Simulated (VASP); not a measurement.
VASP runs on TlCl (CsCl type) share one base input (PBE GGA, plane waves, VASP's PBE PAW potentials (set 64)) and change the settings named in each case.

**POSCAR**
```
TlCl
1
    3.8400000000     0.0000000000     0.0000000000
    0.0000000000     3.8400000000     0.0000000000
    0.0000000000     0.0000000000     3.8400000000
Tl Cl
1 1
Direct
  0.0000000000   0.0000000000   0.0000000000
  0.5000000000   0.5000000000   0.5000000000
```

**KPOINTS**
```
kpoints
0
Gamma
 6 6 6
0 0 0
```

**INCAR**
```
ALGO = Normal
EDIFF = 1E-6
ENCUT = 400
GGA = PE
ISIF = 2
ISMEAR = 0
LASPH = .TRUE.
LCHARG = .FALSE.
LMAXMIX = 4
LREAL = .FALSE.
LWAVE = .FALSE.
NELM = 100
PREC = Accurate
SIGMA = 0.05
SYSTEM = TlCl
```

POTCAR, in this order: Tl_d Cl (PBE.64 set). Program: vasp_std.

```tsv
change	electronic steps
base run	12
ALGO = Fast	15
ALGO = VeryFast	19
ALGO = All	15
ALGO = Damped	21
ALGO = Conjugate	15
```
 Unless said otherwise, spin-orbit coupling is left out, though it shifts the bands of the heavy elements here.

Left out are runs that ran out of time, are held back, or changed the cell or the kind of run, fixed moments of cells without a moment, rows past the twelfth, gaps on odd meshes, pressures of charged cells and columns that move by less than the noise.

The compound is TlCl in the CsCl type structure. The cell was not relaxed at this level.
